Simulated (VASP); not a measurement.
Given:

```yaml
crystal:
  lattice:
    - [0.00000, 3.34217, 3.34217]
    - [3.34217, 0.00000, 3.34217]
    - [3.34217, 3.34217, 0.00000]
  atoms:
    - { symbol: K, position: [0.00000, 0.00000, 0.00000] }
    - { symbol: Br, position: [0.50000, 0.50000, 0.50000] }
```

The numbers are results of vdW-DF2, VASP's PBE PAW potentials (set 64) (plane waves; VASP), not measurements. Settings: 520 eV cut-off, 6×6×6 Γ-centred mesh, Gaussian smearing of 0.050 eV, potentials K_sv Br.

### Question
Predict the energy per atom (σ→0), band gap (on the k-mesh) with the smallest direct gap where there is one.

### Answer

```
Item                                         Result
-----------------------------------  --------------
band gap (on the k-mesh)                    3.99 eV
smallest direct gap (on the k-mesh)         3.99 eV
energy per atom (σ→0)                -1.364 eV/atom
```

The absolute energy has meaning only against runs of the same code, potentials and settings.

The compound is KBr in the rock salt structure. It was relaxed first. The start is the result of an earlier pass.
